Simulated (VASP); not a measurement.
Zn4Te3O, 8 atoms in the cell. Symmetry: P-43m, No. 215, cubic system. Conventional cell: a = 6.630 Å, b = 6.630 Å, c = 6.630 Å, α = 90.00°, β = 90.00°, γ = 90.00°. Zn (site symmetry 3m) has 1 O at 2.00 Å as nearest neighbours. Te (site symmetry -42m) has 4 Zn at 2.71 Å as nearest neighbours. O (site symmetry -43m) has 4 Zn at 2.00 Å as nearest neighbours. The cell was built by a generator and needn't be a form met in nature.

| Property | Result |
| --- | --- |
| Program | VASP 6.6.1 |
| Task | relaxation of cell and atoms |
| Functional | PBE |
| Potentials or basis | VASP PAW PBE potentials, release 64 (Zn, Te, O) |
| Cutoff | 520 eV |
| k mesh | 4 × 4 × 4 |
| Occupations | gaussian, width 0.03 eV |
| Spin | no spin polarisation |
| Further INCAR settings | ALGO = Normal; EDIFF = 1e-07; IBRION = 2; POTIM = 0.3; EDIFFG = -0.005; NSW = 60; ISIF = 3 |

Potentials or basis: VASP PAW PBE potentials, release 64 (Zn, Te, O).

The run is started by

```console
$ cat potpaw_PBE.64/Zn/POTCAR potpaw_PBE.64/Te/POTCAR potpaw_PBE.64/O/POTCAR > POTCAR
$ mpirun -np 4 vasp_std > vasp.out
```

Hardware: 4 MPI ranks on Intel(R) Xeon(R) Platinum 8488C (Sapphire Rapids) (shared host).

Task: How long does it take, and how much memory?

Result: It took 100 s on 4 MPI ranks on Intel(R) Xeon(R) Platinum 8488C (Sapphire Rapids), on a shared host, peak memory 0.42 GiB a rank. Counts: scf iterations 25, k points 10, ion steps 2.
